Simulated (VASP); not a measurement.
# CaC4O4: structure and properties in VASP, part 2 of 2

Aim: relax CaC4O4 with PBEsol, compute its properties on that cell and hold them against experiment. The start is a computed cell from the Materials Project.

VASP 6.6.1; PBEsol; plane waves and PAW (Ca_sv, C, O).

So far, gap on the k-mesh (eV): step 2 (relaxing cell and atoms (PBEsol)) 3.70. The relaxed cell has a = 6.895, c = 10.227 Å (conventional setting).

### 6. Total and projected DOS (PBEsol)

Here the states are counted by energy and projected on the atoms. The mesh is finer than in the run before.

INCAR

```
SYSTEM = CaC4O4
PREC = Accurate
ENCUT = 520
EDIFF = 1E-06
NELM = 100
ISMEAR = -5
SIGMA = 0.05
LREAL = .FALSE.
ALGO = Normal
GGA = PS
NBANDS = 90
LORBIT = 11
LWAVE = .FALSE.
LCHARG = .FALSE.
KPAR = 8
NEDOS = 2001
```

POSCAR

```
CaC4O4
1.0
   -3.4476774239      3.4476774239      5.1134574437
    3.4476774239     -3.4476774239      5.1134574437
    3.4476774239      3.4476774239     -5.1134574437
Ca C O
2 8 8
Direct
    0.5000000000      0.5000000000      0.0000000000
    0.2500000000      0.7500000000      0.5000000000
    0.0595229275      0.0595229275      0.0000000000
    0.8095229275      0.3095229275      0.5000000000
    0.6904770725      0.1904770725      0.5000000000
    0.9404770725      0.9404770725      0.0000000000
    0.1999713988      0.1999713988      0.0000000000
    0.9499713988      0.4499713988      0.5000000000
    0.5500286012      0.0500286012      0.5000000000
    0.8000286012      0.8000286012      0.0000000000
    0.2593610611      0.4204372092      0.1610761481
    0.1704372092      0.5093610611      0.6610761481
    0.8482849130      0.5093610611      0.3389238519
    0.2593610611      0.0982849130      0.8389238519
    0.4906389389      0.8295627908      0.3389238519
    0.5795627908      0.7406389389      0.8389238519
    0.9017150870      0.7406389389      0.1610761481
    0.4906389389      0.1517150870      0.6610761481
```

KPOINTS

```
Automatic mesh
0
Gamma
6 6 6
0 0 0
```

The projector-augmented-wave data sets are Ca_sv, C and O (PBE family, release 64).

Command:

```sh
mpirun -np 8 vasp_std
```

It took 1.7 min on 8 MPI ranks of Intel Xeon Platinum 8559C (Emerald Rapids), shared host; peak memory 5.7 GiB; 13 min of CPU time.

This step gave:

```
irreducible k-points  : 30
free energy (TOTEN)   : -143.6190 eV
Fermi energy          : -0.6223 eV
pressure              : 0.01028 GPa
valence top at k      : -0.1667, 0.1667, 0.1667
least direct gap at k : 0.5, 0.5, 0.5
gap on the k-mesh     : 3.698 eV
```

The density of states has structure finer than the step of the table below, so its rows give means over 0.5 eV, whole bins alone (the curve runs from -12.0 to 7.35 eV). Peaks (eV: height): total -10.36: 29.3, -1.19: 28.3, -0.93: 27.5, -0.21: 30.8; O p -4.49: 10.5, -1.19: 14.0, -0.93: 17.5, -0.21: 16.2; C p -10.36: 7.95, -8.49: 11.8, -4.40: 5.72, -1.64: 4.93; O s -10.36: 2.70, -8.49: 1.95, -5.82: 2.24, -5.46: 1.47.

States under -12.0 eV and over 7.3 eV are left out. The density of states by energy, zero at the valence-band top; means over each step; 7 of 8 lines; values in states/eV/cell:

```csv
energy (eV),total,O p,C p,O s,Ca d,C s,Ca p
-11.0,0,0,0,0,0,0,0
-10.5,7.46,0.310,2.02,0.687,0.00437,2.32,0.0167
-10.0,0.535,0.0208,0.145,0.0485,2.2e-4,0.165,9.6e-4
-9.5,0,0,0,0,0,0,0
-9.0,0.00741,7.0e-4,0.00343,6.7e-4,0,0.00138,1.3e-5
-8.5,7.96,0.621,3.99,0.695,0.0102,1.39,0.0210
-8.0,0,0,0,0,0,0,0
-7.5,0,0,0,0,0,0,0
-7.0,0,0,0,0,0,0,0
-6.5,3.60,1.55,0.627,0.331,0.0433,0.225,0.0143
-6.0,12.0,5.31,2.03,1.28,0.0898,0.624,0.146
-5.5,6.79,3.31,1.24,0.531,0.0631,0.0425,0.0591
-5.0,10.8,4.20,2.45,0.445,0.0477,0.0482,0.0220
-4.5,14.7,6.29,3.33,0.546,0.0227,0.0236,0.0471
-4.0,0.0530,0.0220,0.0127,0.00110,3.1e-5,0,6.2e-5
-3.5,0,0,0,0,0,0,0
-3.0,0,0,0,0,0,0,0
-2.5,0,0,0,0,0,0,0
-2.0,0.884,0.302,0.189,0.00429,0.00527,0.00764,0.00365
-1.5,19.2,7.88,3.51,0.0439,0.161,0.256,0.0805
-1.0,21.1,12.6,1.65,0.0237,0.150,0.206,0.0525
-0.5,13.0,7.52,1.43,0.0187,0.0871,0.0888,0.0280
0.0,9.67,5.12,1.43,0.0180,0.0678,0.00947,0.0447
0.5,0,0,0,0,0,0,0
1.0,0,0,0,0,0,0,0
1.5,0,0,0,0,0,0,0
2.0,0,0,0,0,0,0,0
2.5,0,0,0,0,0,0,0
3.0,0,0,0,0,0,0,0
3.5,0.350,0.0715,0.111,0.00142,0.00331,1.5e-5,3.5e-4
4.0,8.45,1.75,2.74,0.0229,0.134,0.00202,0.00511
4.5,7.16,1.69,2.45,0.0160,0.0970,0.00215,0.00317
5.0,0.0165,0.00427,0.00580,3.6e-5,9.3e-5,0,0
5.5,0,0,0,0,0,0,0
6.0,0,0,0,0,0,0,0
6.5,0.556,0.0136,0.0281,0.0275,0.0466,0.0183,0.00118
7.0,6.63,0.196,0.837,0.0998,2.08,0.0726,0.0117
```

The gap on this mesh is 3.70 eV. In the top eV of the valence band the largest shares in the PAW spheres are O p 59 % and C p 10 %; in the lowest eV of the conduction band, C p 33 % and O p 22 %. The rest lies in smaller channels or between the spheres.

### 7. Independent-particle dielectric function (PBEsol)

LOPTICS sums transitions from filled to empty bands. NBANDS is raised for it.

INCAR

```
SYSTEM = CaC4O4
PREC = Accurate
ENCUT = 520
EDIFF = 1E-06
NELM = 100
ISMEAR = 0
SIGMA = 0.05
LREAL = .FALSE.
ALGO = Normal
GGA = PS
NBANDS = 194
LORBIT = 11
LWAVE = .FALSE.
LCHARG = .FALSE.
KPAR = 8
LOPTICS = .TRUE.
NEDOS = 1500
CSHIFT = 0.1
```

POSCAR is that of step 6.

KPOINTS is that of step 6.

Command:

```sh
mpirun -np 8 vasp_std
```

Elapsed: 3.5 min, on 8 MPI ranks; peak memory 13 GiB.

These are independent-particle spectra without excitons or local fields, and fine structure depends on the mesh and on CSHIFT.

This step gave:

| Property | Result |
| --- | --- |
| bands | 194 |
| Fermi energy | -0.4021 eV |
| pressure | 0.01188 GPa |
| gap on the k-mesh | 3.699 eV |

The imaginary dielectric function has structure finer than the step of the table below, so its rows give means over 0.5 eV, whole bins alone (the curve runs from 0 to 25.0 eV). Peaks (eV: height): xx 4.81: 3.42, 8.30: 2.89, 9.08: 3.02, 14.26: 2.51; zz 4.15: 15.4, 4.57: 13.2, 5.66: 6.21, 8.36: 2.81.

Table of imaginary dielectric function by photon energy; means over each step:

```csv
photon energy (eV),xx,zz
0.5,0.00323,0.0154
1.0,0.00678,0.0334
1.5,0.0111,0.0578
2.0,0.0171,0.0965
2.5,0.0263,0.170
3.0,0.0434,0.362
3.5,0.0897,1.62
4.0,0.431,11.5
4.5,2.05,11.8
5.0,2.88,4.80
5.5,1.89,4.90
6.0,0.542,2.59
6.5,0.159,0.443
7.0,0.192,0.686
7.5,0.569,1.74
8.0,2.09,1.88
8.5,2.78,2.67
9.0,2.74,2.28
9.5,2.14,1.87
10.0,1.75,1.23
10.5,1.37,0.848
11.0,1.43,1.15
11.5,1.59,1.27
12.0,1.55,1.23
12.5,1.75,1.11
13.0,1.74,1.05
13.5,1.78,1.05
14.0,1.91,1.06
14.5,2.20,0.776
15.0,1.65,0.648
15.5,1.40,0.827
16.0,1.35,1.18
16.5,1.52,1.49
17.0,1.52,1.09
17.5,1.43,1.11
18.0,1.47,1.24
18.5,1.29,1.20
19.0,1.05,1.90
19.5,1.01,1.32
20.0,0.775,0.874
20.5,0.779,0.831
21.0,0.826,0.851
21.5,0.752,0.739
22.0,0.685,0.835
22.5,0.648,1.02
23.0,0.579,0.864
23.5,0.510,1.03
24.0,0.545,0.706
24.5,0.526,0.596
```

Real dielectric function against photon energy:

```csv
photon energy (eV),xx,zz
0.0,2.89,4.96
0.5,2.90,5.00
1.0,2.92,5.12
1.5,2.97,5.34
2.0,3.04,5.71
2.5,3.14,6.34
3.0,3.31,7.52
3.5,3.60,10.5
4.0,4.27,12.3
4.5,4.91,2.62
5.0,2.51,-2.91
5.5,1.10,0.839
6.0,1.59,-2.87
6.5,2.33,-0.181
7.0,2.98,1.57
7.5,3.76,1.81
8.0,4.31,1.88
8.5,2.72,1.15
9.0,2.38,0.593
9.5,1.36,0.282
10.0,1.43,0.194
10.5,1.55,0.836
11.0,1.92,1.30
11.5,1.65,0.854
12.0,1.80,1.03
12.5,1.64,0.916
13.0,1.59,0.979
13.5,1.49,1.03
14.0,1.76,0.928
14.5,0.879,0.926
15.0,0.530,1.16
15.5,0.778,1.49
16.0,1.03,1.66
16.5,1.01,1.14
17.0,0.736,0.972
17.5,0.754,1.21
18.0,0.757,1.03
18.5,0.349,1.28
19.0,0.464,0.983
19.5,0.443,0.224
20.0,0.413,0.469
20.5,0.695,0.733
21.0,0.614,0.626
21.5,0.593,0.793
22.0,0.634,0.961
22.5,0.660,0.762
23.0,0.688,0.803
23.5,0.801,0.779
24.0,0.888,0.565
24.5,0.980,0.931
```

The mean of ε2 over directions passes 5 % of its top at 3.43 eV, against a least direct gap of 3.76 eV on this mesh; what lies under the gap is the tail of the broadening by CSHIFT.

### 8. Dielectric tensor and Born charges (PBEsol)

The response to a static field gives the electronic dielectric tensor and the Born charges. It needs tightly converged orbitals, hence the small EDIFF.

INCAR

```
SYSTEM = CaC4O4
PREC = Accurate
ENCUT = 520
EDIFF = 1E-08
NELM = 100
ISMEAR = 0
SIGMA = 0.01
LREAL = .FALSE.
ALGO = Normal
GGA = PS
NBANDS = 68
LORBIT = 11
LWAVE = .FALSE.
LCHARG = .FALSE.
KPAR = 8
LEPSILON = .TRUE.
```

POSCAR is that of step 7.

KPOINTS

```
Automatic mesh
0
Gamma
7 7 7
0 0 0
```

Command:

```sh
mpirun -np 8 vasp_std
```

Run time: 37 min. Hardware: 8 MPI ranks; peak memory 18 GiB; 4.9 h of CPU time.

Energies printed during the response cycles are not total energies of the cell.

Numbers from this step:

| Item | Value |
| --- | --- |
| bands | 68 |
| irreducible k-points | 40 |
| Fermi energy | -0.4847 eV |
| pressure | 0.01102 GPa |
| valence top at k | -0.1429, 0.1429, 0.1429 |
| conduction bottom at k | -0.4286, 0.4286, 0.4286 |
| least direct gap at k | -0.4286, 0.4286, 0.4286 |
| gap on the k-mesh | 3.708 eV |

Electronic dielectric tensor with local fields:

```
2.51 0.00 0.00
0.00 2.51 0.00
0.00 0.00 3.95
```

Born effective charge (e), principal values of the symmetric part by kind of site:

```csv
atom,atoms with these values,low,middle,high,mean
Ca1,2,2.75,2.75,2.91,2.80
C3,4,-0.74,-0.12,-0.05,-0.30
C7,4,0.53,2.66,2.77,1.99
O11,8,-2.67,-1.32,-0.63,-1.54
```

In full for O11:

```
-2.26  0.00 -0.65
 0.00 -0.63  0.00
-0.60  0.00 -1.74
```

The Born charges sum to zero; the printed set may have that rule imposed, so this is no test. The Born charge of O depends strongly on direction, from -2.67 to -0.63 e, beside a nominal -2.

### 9. Summary of results

| Property | Result |
| --- | --- |
| relaxed volume | 13.51 Å³/atom |
| relaxed conventional cell a, b, c | 6.895, 6.895, 10.227 Å |
| space group after relaxing, within 0.02 Å | I4_1/amd (No. 141) |
| band gap | 3.70 eV, indirect (least direct gap of that run 3.76 eV) |
| gap among the points of the DOS mesh alone, an upper bound | 3.70 eV |
| strongest peak of ε2, mean over directions | 4.57 eV |
| ε1 at zero frequency, no local fields, mean | 3.58 |
| electronic dielectric constant, mean | 2.99 |

In words: With PBEsol, CaC4O4 relaxes to 13.51 Å³/atom in space group I4_1/amd (held by the symmetry of the run) and has an indirect gap of 3.70 eV. Band structure (PBEsol): On this path the gap is indirect, 3.70 eV, with the valence top between S and Γ and the conduction bottom at Z. The least direct gap is 3.76 eV. Dielectric tensor and Born charges (PBEsol): The principal values of the electronic dielectric tensor with local fields are 2.51, 2.51 and 3.95. Dielectric tensor and Born charges (PBEsol): Mean Born effective charge: Ca1 2.80, C3 -0.30, C7 1.99, O11 -1.54 e. Semilocal functionals usually underestimate gaps. No search among competing phases was made, and a listed structure need not be the one stable at ambient conditions. All values are for a static lattice at zero temperature.

Computed beside measured:

| quantity | measured | PBEsol |
| --- | --- | --- |
| lattice constant a (Å) | 6.8778 | 6.895 (+0.3 %) |
| lattice constant c (Å) | 10.2011 | 10.227 (+0.3 %) |

Measured values from pmc:7065108 (2020).

**Verdict.** The lattice constant a is off by +0.3 %: good agreement. The lattice constant c is off by +0.3 %: good agreement. The grades are ours: good and fair within 0.7 and 1.5 % for the lattice constant a and 0.8 and 2 % for the lattice constant c. Zero-point motion and thermal expansion (measured at up to 300 K) are not in the computed lattice constants.

[Lines on the potential files, build, host, timing and source positions are cut from VASP's logs without a mark.]

[Logs are printed without paths, hosts, clocks, repeated set-up lines and the standing remarks that a program may print on its own settings, such as how far it seeks lower states.]

[Hosts, paths, dates, database ids (printed as entryN), source tags and the programs' standing remarks are cut or masked in the printed files.]

[A measured line is paired with the nearest computed mode of its activity, which favours agreement.]

[In band tables of VASP the shares of atoms and orbitals are scaled to a sum of 1 inside the atoms' spheres.]
